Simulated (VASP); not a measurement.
Consider the following.

```xyz
2
Lattice="0.0000 2.8627 2.8627 2.8627 0.0000 2.8627 2.8627 2.8627 0.0000" Properties=species:S:1:pos:R:3 pbc="T T T"
Al     0.0000     0.0000     0.0000
As     1.4313     1.4313     1.4313
```

Calculation: PBE GGA with D3 dispersion (Becke-Johnson damping), VASP's PBE PAW potentials (set 64) (plane waves; VASP 6.6.1). Settings: 520 eV cut-off, 8×8×8 Γ-centred mesh, Gaussian smearing of 0.050 eV, potentials Al As.

**Question.** Predict the energy per atom (σ→0), pressure, band gap (on the k-mesh) with the smallest direct gap where there is one.

**Answer.** 
```yaml
band gap (on the k-mesh): 1.49 eV
smallest direct gap (on the k-mesh): 1.79 eV
energy per atom (σ→0): -5.000 eV/atom
pressure: -2.03 GPa
```

The compound is AlAs in the zinc blende structure. This cell is one point of a volume scan, at 1.03 of the reference volume.
